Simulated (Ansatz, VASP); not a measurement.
# H69ClO34 in two plane-wave programs

One calculation is typed for both programs; each brings its own data sets. How far apart do they land? The cell is taken from a series of runs on this material, whose earlier steps may have relaxed, scaled, displaced or heated it; both programs get it as it stands.

Calculated with Ansatz 0.2.0; plane waves, with VASP 6.6.1 beside it; single point at PBE with D3(BJ).

### 1. Set-up

The cell holds 208 atoms: 68 O, 138 H and 2 Cl. Cell: a = 12.799 Å, b = 12.799 Å, c = 12.799 Å, α = 90.0°, β = 90.0°, γ = 90.0°.

### 2. VASP: single point, PBE with D3(BJ)

A single point gives forces, pressure and levels at one fixed geometry, so differences don't come from the geometry; what else differs is listed under the comparison.

Lines of VASP's logs that name or quote its potential files are left out, and so is its time.

Input file INCAR:

```
SYSTEM = H69ClO34
PREC = Accurate
ENCUT = 600
EDIFF = 1E-06
NELM = 120
ISMEAR = 0
SIGMA = 0.01
LREAL = Auto
ALGO = Normal
GGA = PE
IVDW = 12
NBANDS = 425
LORBIT = 11
LWAVE = .FALSE.
LCHARG = .FALSE.
ISIF = 2
LASPH = .TRUE.
GGA_COMPAT = .FALSE.
EFERMI = MIDGAP
```

Input file POSCAR:

```
H69ClO34
1.0
   12.7988100000      0.0000000000      0.0000000000
    0.0000000000     12.7988100000      0.0000000000
    0.0000000000      0.0000000000     12.7988100000
O H Cl
68 138 2
Direct
    0.6440900000      0.5833500000      0.6749900000
    0.9513400000      0.2413500000      0.8838100000
    0.9921100000      0.8182100000      0.6163200000
    0.6419900000      0.9844900000      0.4680800000
    0.1383600000      0.3968800000      0.9217600000
    0.4753200000      0.4539100000      0.1784200000
    0.8817100000      0.4845700000      0.2038700000
    0.7915400000      0.7815900000      0.5468600000
    0.2580400000      0.8176200000      0.8862600000
    0.8895200000      0.0961800000      0.1636000000
    0.7655500000      0.8428000000      0.3458200000
    0.8461500000      0.5950900000      0.7235100000
    0.7356800000      0.2905300000      0.9531000000
    0.2010900000      0.9336000000      0.4850500000
    0.8055500000      0.6830000000      0.1742700000
    0.6487900000      0.6769900000      0.0457400000
    0.6924100000      0.1185200000      0.0805200000
    0.4120900000      0.2459800000      0.4732300000
    0.0842200000      0.8970900000      0.7977600000
    0.6645600000      0.4549400000      0.0983000000
    0.4153300000      0.1254100000      0.9255100000
    0.0991200000      0.0525200000      0.9508500000
    0.3787200000      0.5984900000      0.3197700000
    0.6274800000      0.4359900000      0.8207400000
    0.0908600000      0.5660400000      0.2017600000
    0.2454800000      0.1925100000      0.0139700000
    0.5081300000      0.2583800000      0.2664000000
    0.8611700000      0.3728700000      0.7405300000
    0.0108700000      0.5539700000      0.6065100000
    0.7330800000      0.1049300000      0.6112200000
[... 172 atom lines left out ...]
    0.3162100000      0.1610700000      0.1461500000
    0.2744500000      0.1571400000      0.2666500000
    0.6498900000      0.0833500000      0.3427400000
    0.6146800000      0.0164400000      0.2399600000
    0.1811800000      0.2576700000      0.3743900000
    0.7215100000      0.9071200000      0.9571600000
```

Input file KPOINTS:

```
Automatic mesh
0
Gamma
1 1 1
0 0 0
```

Potentials, in the order of the species: O, H and Cl (PBE family, release 64).

Launch:

```bash
$ export OMP_NUM_THREADS=3
$ mpirun -np 1 vasp_gam
```

Numbers of over 12 decimals in the logs are rounded to 6 here.

The program printed:

```text
[banner, memory and clock lines left out]
running    1 mpi-ranks, on    1 nodes
[...]
Offloading initialized ...    1 GPUs detected
[...]
LDA part: xc-table for (Slater+PW92), standard interpolation
 POSCAR, INCAR and KPOINTS ok, starting setup
[...]
entering main loop
       N       E                     dE             d eps       ncg     rms          rms(c)
DAV:   1     0.474347740540E+04    0.47435E+04   -0.32856E+05   890   0.138E+03
DAV:   2    -0.574297791361E+03   -0.53178E+04   -0.50646E+04  1051   0.319E+02
DAV:   3    -0.109361366690E+04   -0.51932E+03   -0.51531E+03  1044   0.102E+02
DAV:   4    -0.110277594486E+04   -0.91623E+01   -0.91312E+01  1036   0.148E+01
[...]
DAV:  18    -0.100712729958E+04    0.10355E-04   -0.12960E-05   988   0.927E-03    0.747E-03
DAV:  19    -0.100712729617E+04    0.34056E-05   -0.64039E-06  1004   0.777E-03    0.268E-03
DAV:  20    -0.100712729579E+04    0.37688E-06   -0.37970E-06   996   0.474E-03
   1 F= -.10144665E+04 E0= -.10144665E+04  d E =0.000000E+00
```

Parts of OUTCAR (step 2):

```text
  FREE ENERGIE OF THE ION-ELECTRON SYSTEM (eV)
  ---------------------------------------------------
  free  energy   TOTEN  =     -1014.4664885948 eV

  energy  without entropy=    -1014.4664885948  energy(sigma->0) =    -1014.46648859
```

The run ends at a pressure of -2.74 GPa, with forces up to 2.4 eV/Å.

### 3. Ansatz: single point, PBE with D3(BJ)

Ansatz runs on its default PAW (the set named soft_2) files.

The same cell, functional and mesh now go to Ansatz, which takes its cutoff from its data sets.

Input file input.yaml:

```yaml
crystal:
  lattice:
    - [12.79881, 0.0, 0.0]
    - [0.0, 12.79881, 0.0]
    - [0.0, 0.0, 12.79881]
  atoms:
    - { symbol: O, position: [0.64409, 0.58335, 0.67499] }
    - { symbol: H, position: [0.6434, 0.53565, 0.61052] }
    - { symbol: H, position: [0.63902, 0.53843, 0.7355] }
    - { symbol: H, position: [0.71277, 0.62008, 0.68548] }
    - { symbol: O, position: [0.95134, 0.24135, 0.88381] }
    - { symbol: H, position: [0.9184, 0.29493, 0.83852] }
    - { symbol: H, position: [0.94946, 0.26057, 0.96044] }
    - { symbol: H, position: [0.90639, 0.1745, 0.87546] }
    - { symbol: O, position: [0.99211, 0.81821, 0.61632] }
    - { symbol: H, position: [0.91906, 0.7975, 0.59787] }
    - { symbol: H, position: [0.04127, 0.79174, 0.56167] }
    - { symbol: O, position: [0.64199, 0.98449, 0.46808] }
    - { symbol: H, position: [0.57054, 0.95467, 0.45755] }
    - { symbol: H, position: [0.69384, 0.94302, 0.4269] }
    - { symbol: O, position: [0.13836, 0.39688, 0.92176] }
    - { symbol: H, position: [0.11831, 0.41528, 0.995] }
    - { symbol: H, position: [0.18197, 0.45423, 0.89151] }
    - { symbol: O, position: [0.47532, 0.45391, 0.17842] }
    - { symbol: H, position: [0.43913, 0.49758, 0.23216] }
    - { symbol: H, position: [0.4958, 0.38544, 0.20999] }
    - { symbol: O, position: [0.88171, 0.48457, 0.20387] }
    - { symbol: H, position: [0.83317, 0.42405, 0.19457] }
    - { symbol: H, position: [0.84763, 0.54962, 0.1772] }
    - { symbol: O, position: [0.79154, 0.78159, 0.54686] }
    - { symbol: H, position: [0.76491, 0.80124, 0.47608] }
    - { symbol: H, position: [0.74159, 0.80679, 0.60139] }
    - { symbol: O, position: [0.25804, 0.81762, 0.88626] }
    - { symbol: H, position: [0.32279, 0.86052, 0.87782] }
    - { symbol: H, position: [0.27553, 0.74201, 0.87715] }
    - { symbol: O, position: [0.88952, 0.09618, 0.1636] }
[... 172 atom lines left out ...]
    - { symbol: H, position: [0.27445, 0.15714, 0.26665] }
    - { symbol: O, position: [0.61079, 0.08609, 0.27515] }
    - { symbol: H, position: [0.64989, 0.08335, 0.34274] }
    - { symbol: H, position: [0.61468, 0.01644, 0.23996] }
    - { symbol: Cl, position: [0.18118, 0.25767, 0.37439] }
    - { symbol: Cl, position: [0.72151, 0.90712, 0.95716] }
kpoints:
  mp_grid: { grid: [1, 1, 1] }
hamiltonian:
  xc: pbe
  dispersion: d3bj
scf:
  occupations: { method: fixed }
output:
  forces: true
  stress: true
  populations: true
  dos:
    method: { smearing: { sigma: 0.15 } }
    de: 0.1
    projected: { site_lists: { Cl: [Cl], H: [H], O: [O] } }
  eigenvalues: true
  write_density: true
  write_potential: true
  volumetric_format: npy
  elf: true
```

Launch:

```bash
$ ansatz run input.yaml --threads 4 --pin off --max-ram 15872MiB --backend cpu --events-out ev --progress --plain --runs-dir out
```

The program printed:

```text
Engine: ansatz 0.2.0, x86_64-unknown-linux-gnu
Pseudopotentials: kind: paw
Pseudopotential: O, paw, valence charge 6, recommended cutoff 420 eV (normal), O.paw.azcp
Pseudopotential: H, paw, valence charge 1, recommended cutoff 420 eV (normal), H.paw.azcp
Pseudopotential: Cl, paw, valence charge 7, recommended cutoff 420 eV (normal), Cl.paw.azcp
Functional definition: PBE
  parameter kappa = 0.804
  parameter beta = 0.066725
  exchange = pbe_x(kappa = kappa, mu = beta*pi^2/3)
  correlation = pbe_c(beta = beta)
Crystal: 208 atoms, lattice volume = 2096.567 Å³
Basis set: ecut = 420 eV, 40843 PW (Γ), exchange–correlation on 180×180×180 points (8 copies of the dense FFT grid, shifted against one another)
Bands: 488, of which v1, the nominal top of the filled ones, is band 280 counted from 1 (279 counted from 0)
Symmetry: 1 space group operations
Space group: P1 (ITA 1), of the structure as read, at distance tolerance 1.3e-4 Å
k-points: 1
Non-local potential: O, projectors of the file, l = 0: 2, l = 1: 2, l = 2: 1
Non-local potential: H, projectors of the file, l = 0: 2, l = 1: 1
Non-local potential: Cl, projectors of the file, l = 0: 2, l = 1: 2, l = 2: 2
PAW form: soft (Blöchl's): semilocal exchange-correlation on the pseudo side does not see the compensation charge
PAW one-centre angular grid: O, 110 points (default); XC on 64 Gauss nodes
PAW one-centre angular grid: H, 110 points (default); XC on 64 Gauss nodes
PAW one-centre angular grid: Cl, 110 points (default); XC on 64 Gauss nodes
Initial density: superposition of atomic densities (neutral atoms: chi_scale 0, normalization atom), corrected by the library's trained network
Initial wavefunctions: pseudopotential atomic-orbital guess
Functional: x = pbe(κ = 0.804, μ = 0.219515), c = pbe(β = 0.066725)
SCF iter   1: F=—  HF=-42972.357272 eV  |F-HF|=—  |Δ(HF+E_count)|=         —  Δρ=2.81e-3  dr2=2.11e-1  ethr=1.77e-3  ⟨swp⟩=4.0  Hψ=1752  notcnv=0  defer=205
preconditioner: auto → Resta (q_TF=auto, 2.189 Å⁻¹)  ε∞=2.2  [insulator: Δε(μ)=4.151 eV  Ē_g=17.688 eV  n_scr=364 (ndim 8)  ℏωp=19.2 eV  f_vac=0.264  ε∞_Penn≈2.2]
SCF iter   2: F=—  HF=-42972.244712 eV  |F-HF|=—  |Δ(HF+E_count)|=   1.13e-1  Δρ=1.42e-3  dr2=4.74e-2  ethr=3.77e-5  ⟨swp⟩=2.0  Hψ=774  notcnv=0  defer=206
SCF iter   3: F=—  HF=-42972.202359 eV  |F-HF|=—  |Δ(HF+E_count)|=   4.24e-2  Δρ=6.44e-4  dr2=1.19e-2  ethr=8.47e-6  ⟨swp⟩=3.0  Hψ=571  notcnv=0  defer=206
SCF iter   4: F=—  HF=-42972.198239 eV  |F-HF|=—  |Δ(HF+E_count)|=   4.12e-3  Δρ=1.89e-4  dr2=8.29e-4  ethr=2.13e-6  ⟨swp⟩=3.0  Hψ=570  notcnv=0  defer=206
SCF iter   5: F=—  HF=-42972.198254 eV  |F-HF|=—  |Δ(HF+E_count)|=   1.55e-5  Δρ=8.73e-5  dr2=1.31e-4  ethr=1.48e-7  ⟨swp⟩=2.0  Hψ=569  notcnv=0  defer=206
SCF iter   6: F=—  HF=-42972.198249 eV  |F-HF|=—  |Δ(HF+E_count)|=   5.92e-6  Δρ=3.14e-5  dr2=1.55e-5  ethr=2.33e-8  ⟨swp⟩=2.0  Hψ=567  notcnv=0  defer=201
SCF iter   7: F=—  HF=-42972.198418 eV  |F-HF|=—  |Δ(HF+E_count)|=   1.69e-4  Δρ=7.62e-6  dr2=1.10e-6  ethr=2.76e-9  ⟨swp⟩=2.0  Hψ=768  notcnv=0  defer=201
SCF iter   8: F=—  HF=-42972.198418 eV  |F-HF|=—  |Δ(HF+E_count)|=   7.71e-7  Δρ=3.93e-6  dr2=2.60e-7  ethr=1.96e-10  ⟨swp⟩=2.0  Hψ=567  notcnv=0  defer=201
SCF iter   9: F=-42972.198418 eV  HF=-42972.198418 eV  |F-HF|=9.02e-10  |Δ(HF+E_count)|=   5.64e-9  Δρ=1.02e-6  dr2=1.89e-8  ethr=1.79e-11  ⟨swp⟩=20.0  Hψ=4779  notcnv=0
SCF 1 converged in 9 iterations: F = -42972.198418 eV  dr2 = 1.89e-8
  greatest PAW one-centre occupation: 0.907 electrons in one spin orbital (limit 2), on the Cl atom at site 207 (counted from 0), in its partial waves of l = 0
[...]
--- Löwdin populations: 208 sites ---
  site symbol       q [e]
     0      O      6.4875
     1      H      0.5685
     2      H      0.5743
     3      H      0.5761
     4      O      6.4944
     5      H      0.5772
     6      H      0.5762
     7      H      0.5930
     8      O      6.7084
     9      H      0.6196
    10      H      0.6255
    11      O      6.6767
    12      H      0.6123
    13      H      0.6256
    14      O      6.6811
    15      H      0.6112
    16      H      0.6115
    17      O      6.6749
    18      H      0.6121
    19      H      0.6082
    20      O      6.7103
    21      H      0.5886
    22      H      0.6102
    23      O      6.7030
[...]
200      O      6.6591
   201      H      0.6035
   202      H      0.6397
   203      O      6.6661
   204      H      0.5956
   205      H      0.6241
   206     Cl      7.5275
   207     Cl      7.4742
  spilling = 0.010829 (of n_electrons = 560.000000)
```

### 4. Side by side

Known differences besides the potentials themselves: fixed occupations in Ansatz, narrow Gaussian smearing in VASP; the cutoff is 420 eV in Ansatz and 600 eV in VASP (PREC = Accurate, projectors in real space). Total energies have different zeros and are not compared.

Both answers:

| quantity | Ansatz | VASP | difference |
| --- | --- | --- | --- |
| pressure (GPa) | -2.62 | -2.74 | +0.12 |
| gap on the k mesh (eV) | 3.933 | 3.897 | +0.037 |

Forces on 9 of the 208 atoms, those with the largest forces and the largest differences (eV/Å; atoms numbered as in POSCAR):

| atom | Ansatz x, y, z | VASP x, y, z |
| --- | --- | --- |
| O1 | -0.298, 1.192, -1.332 | -0.244, 1.170, -1.375 |
| O2 | -0.061, -1.475, 0.409 | -0.114, -1.470, 0.437 |
| H70 | -0.217, -1.746, 1.524 | -0.258, -1.794, 1.616 |
| H72 | -0.687, 1.091, -0.682 | -0.685, 1.139, -0.740 |
| H79 | 0.283, 0.010, -1.500 | 0.245, -0.002, -1.429 |
| H100 | -0.535, -1.407, -0.068 | -0.483, -1.348, -0.050 |
| H124 | -0.732, 0.189, -0.369 | -0.653, 0.130, -0.363 |
| H157 | -0.841, 1.017, 0.787 | -0.795, 0.973, 0.743 |
| H189 | 0.045, 0.068, 0.569 | 0.019, 0.058, 0.473 |

The forces differ by 41 meV/Å r.m.s., which is 8.4 % of the r.m.s. force of 0.494 eV/Å (both taken over all components). A gap on the mesh is an upper bound, since the band edges may lie between its points.

### 5. Outcome

```
r.m.s. force difference (single point, PBE with D3(BJ)) : 8.4 % of the r.m.s. force
```

In words: The r.m.s. force difference is 8.4 % of the r.m.s. force (single point, PBE with D3(BJ)), beyond the 3 % picked in this series as the mark of a large difference. What causes the difference of the single point, PBE with D3(BJ) pair stays open here. How closely two codes agree says nothing of how well the functional describes the real material.

[Lines on the potential files, build, host, timing and source positions are cut from VASP's logs without a mark.]

[Logs are printed without paths, hosts, clocks, repeated set-up lines and the standing remarks that a program may print on its own settings, such as how far it seeks lower states.]

[Hosts, paths, dates, database ids (printed as entryN), source tags and the programs' standing remarks are cut or masked in the printed files.]
